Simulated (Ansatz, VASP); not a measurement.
**Si3Sn: VASP beside Ansatz**

```
Si Sn
1.0
     3.28644    0.00000    0.00000
     0.00000    3.28644    0.00000
     0.00000    0.00000    6.78753
Si Sn
3 1
Direct
  0.00000 0.00000 0.00000
  0.50000 0.50000 0.18463
  0.50000 0.50000 0.81537
  0.00000 0.00000 0.50000
```

Alike in both runs: functional PBE; k mesh 16 × 16 × 6; occupations gaussian, width 0.1 eV; no spin polarisation.

Ansatz relaxed the structure, and its values are those at the end. VASP's run is a single point on that final structure, the one shown.

|  | VASP | Ansatz |
| --- | --- | --- |
| version | VASP 6.6.1 | Ansatz 0.2.0 |
| potentials or method | VASP PAW PBE potentials, release 64 (Si, Sn_d) | scalar-relativistic, plane waves, PAW |
| plane-wave cutoff (eV) | 520 | 420 |
| valence electrons in the cell | 26 | 26 |

|  | VASP | Ansatz | Ansatz less VASP |
| --- | --- | --- | --- |
| gap on the k mesh at the Fermi level (eV) | none | none | - |
| pressure (GPa) | 0.0 | 0.0 | +0.05 |

A gap of «none» marks a metal or a gap that the smearing closes. With one functional, cell and mesh, what is left measures potentials, basis and numerics.
